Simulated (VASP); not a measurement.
```yaml
crystal:
  lattice:
    - [-2.85608, 2.85608, 2.85608]
    - [2.85608, -2.85608, 2.85608]
    - [2.85608, 2.85608, -2.85608]
  atoms:
    - { symbol: Rb, position: [0.00000, 0.00000, 0.00000] }
```

All values below come from SCAN meta-GGA, VASP's PBE PAW potentials (set 64) (plane waves; VASP 6.6.1). Numerical set-up: 520 eV cut-off, 8×8×8 Γ-centred mesh, first-order Methfessel-Paxton smearing of 0.10 eV, potentials Rb_sv.

Task: Estimate the energy per atom (σ→0), band gap (on the k-mesh) with the smallest direct gap where there is one.

Result: 
The band gap (on the k-mesh) comes out as none (metal, semimetal or under 0.01 eV). The energy per atom (σ→0) comes out as -20.725 eV/atom.

Total energies compare only between runs with the same potentials, cut-off and functional.

The compound is Rb in the bcc structure. It was relaxed first. The start is the result of an earlier pass.
